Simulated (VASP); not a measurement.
TiO2 (rutile): the bulk modulus from VASP (plane waves, PAW) at several levels of theory. Static lattice, third-order Birch-Murnaghan fit over five volumes.

| level | bulk modulus (GPa) |
|---|---|
| LDA | 240 |
| PBE | 200 |
| PBEsol | 221 |
| revPBE | 185 |
| PW91 | 203 |
| PBE-D3 (zero damping) | 207 |
| optB86b-vdW | 216 |
| vdW-DF2 | 190 |
| vdW-DF-cx | 220 |
| TPSS | 214 |
| MS2 | 225 |
| SCAN | 236 |
| r2SCAN | 228 |

The cell of the LDA run:

TiO2 has the tetragonal space group P4₂/mnm (No. 136), the rutile structure, Pearson symbol tP6. Conventional cell: a = 4.5560 Å, b = 4.5560 Å, c = 2.9240 Å, α = 90.00°, β = 90.00°, γ = 90.00°. Ti on 2a is surrounded by 6 O at 1.932–1.958 Å (octahedral). O on 4f has 3 Ti at 1.932–1.958 Å (trigonal planar). (Neighbours: up to the widest gap in distance over summed covalent radii, below 1.35, at either atom; cation-cation and far metal-metal contacts left out.)

Only levels that ran to the end are used. Left out are those held back, those with too coarse a band path, GW runs whose mesh misses a band edge, hybrids' fits of cells that aren't cubic and levels without matching references; a question may draw on a part of the rest.

The compound is TiO2 in the rutile structure.
